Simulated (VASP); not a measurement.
OSZICAR of a VASP run on Ga$_{35}$N$_{35}$O:

### OSZICAR
```
       N       E                     dE             d eps       ncg     rms          rms(c)
DAV:   1    -0.518170979429E+03   -0.51817E+03   -0.22703E+01   728   0.125E+01    0.956E+00
DAV:   2    -0.518372413953E+03   -0.20143E+00   -0.91275E-01   832   0.183E+00    0.652E+00
DAV:   3    -0.518329839353E+03    0.42575E-01   -0.11425E-01   816   0.870E-01    0.382E+00
DAV:   4    -0.518310586762E+03    0.19253E-01   -0.35654E-02   824   0.443E-01    0.218E+00
DAV:   5    -0.518302910604E+03    0.76762E-02   -0.70894E-03   816   0.202E-01    0.121E+00
DAV:   6    -0.518300226041E+03    0.26846E-02   -0.25228E-03   816   0.116E-01    0.676E-01
DAV:   7    -0.518299423330E+03    0.80271E-03   -0.11962E-03   824   0.699E-02    0.378E-01
DAV:   8    -0.518299299886E+03    0.12344E-03   -0.10260E-03   856   0.531E-02    0.212E-01
DAV:   9    -0.518299337828E+03   -0.37942E-04   -0.68441E-04   868   0.433E-02    0.126E-01
DAV:  10    -0.518299360206E+03   -0.22377E-04   -0.46924E-04   880   0.479E-02    0.774E-02
DAV:  11    -0.518299362504E+03   -0.22981E-05   -0.25467E-04   856   0.406E-02    0.495E-02
DAV:  12    -0.518299349989E+03    0.12515E-04   -0.71301E-05   728   0.249E-02    0.329E-02
DAV:  13    -0.518299336647E+03    0.13342E-04   -0.19548E-05   608   0.156E-02    0.202E-02
DAV:  14    -0.518299331271E+03    0.53757E-05   -0.13923E-05   504   0.876E-03
   1 F= -.51829933E+03 E0= -.51829933E+03  d E =-.605569E-16  mag=     2.0000
```

**Question.** Which electronic solver shows in the log?

**Answer.** It is blocked Davidson (ALGO = Normal, or the opening steps of other solvers). The INCAR had ALGO = Normal.

**Question.** How was spin treated?

**Answer.** Collinear spin (ISPIN = 2): the summary line carries one mag value, 2.00 μB in the cell.

**Question.** Can the final energy be trusted as converged?

**Answer.** The calculation finished and met its thresholds. It stopped with EDIFF = 1E-5, NELM = 50 (HSE06 screened hybrid, plane waves, VASP's PBE PAW potentials (set 64)).  The supercell is sampled at Γ alone, which is coarse: total energies, pressure and levels can be off, energies of defects by several tenths of an eV.

The cell is a supercell with a defect, built from GaN (wurtzite): O_N-vac_Ga. The cell's shape comes from a PBE relaxation. The total moment is imposed (NUPDOWN), so this need not be the lowest spin state.
